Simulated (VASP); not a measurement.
An input for Ansatz (written as the equivalent of a VASP run, and not itself run):

Ansatz 0.2 input:
```yaml
crystal:
  lattice:
    - [5.8816350, 0.0000000, 0.0000000]
    - [0.0000000, 5.8816350, 0.0000000]
    - [0.0000000, 0.0000000, 5.8816350]
  atoms:
    - { symbol: Cs, position: [0.0000000, 0.0000000, 0.0000000] }
    - { symbol: Sn, position: [0.5000000, 0.5000000, 0.5000000] }
    - { symbol: Br, position: [0.5000000, 0.0000000, 0.5000000] }
    - { symbol: Br, position: [0.0000000, 0.5000000, 0.5000000] }
    - { symbol: Br, position: [0.5000000, 0.5000000, 0.0000000] }
kpoints:
  mp_grid: { grid: [3, 3, 3], shift: [0.5, 0.5, 0.5] }
hamiltonian:
  xc: lda
  pseudopotentials: { kind: paw }
scf:
  occupations: { method: fermi_dirac, width: 0.136 }
  max_iter: 100
output: { forces: true, stress: true, eigenvalues: true }
```

**Question.** Write the VASP files for the same calculation (LDA).

**Answer.** This is not unique; one that fits is 
**POSCAR**
```
CsSnBr3
1
    5.8816350000     0.0000000000     0.0000000000
    0.0000000000     5.8816350000     0.0000000000
    0.0000000000     0.0000000000     5.8816350000
Cs Sn Br
1 1 3
Direct
  0.0000000000   0.0000000000   0.0000000000
  0.5000000000   0.5000000000   0.5000000000
  0.5000000000   0.0000000000   0.5000000000
  0.0000000000   0.5000000000   0.5000000000
  0.5000000000   0.5000000000   0.0000000000
```

**INCAR**
```
SYSTEM = CsSnBr3
PREC = Accurate; ENCUT = 180; LREAL = .False.
LASPH = .True.
EDIFF = 1E-6; NELM = 100; ALGO = Normal
LMAXMIX = 4
ISMEAR = -1; SIGMA = 0.136
ISIF = 2
LWAVE = .False.; LCHARG = .False.
```

File KPOINTS:
```
K-points
0
Gamma
  3 3 3
0.5 0.5 0.5
```

POTCAR, in this order: Cs_sv Sn_d Br (LDA.64 set). Program: vasp_std.

What does not carry over: each code has its own PAW files, so the cut-off isn't converted (ENCUT is set for VASP's; basis.ecutwfc is left out, and Ansatz then takes the one that its files recommend); Ansatz stops its SCF on the density residual and VASP on the energy change (EDIFF); Ansatz's lda is the Perdew-Wang form, while the LDA potentials of VASP carry Perdew-Zunger's.

The structure comes from a computed database's CsSnBr3 entry; how it stands against other phases isn't given here. The cell was not relaxed at this level. The run is one of a series of settings (ENCUT = 180, ISMEAR = -1, SIGMA = 0.136, KPOINTS 3×3×3 Γ-centred mesh shifted by (0.5, 0.5, 0.5) against the base run), some of them coarse on purpose.
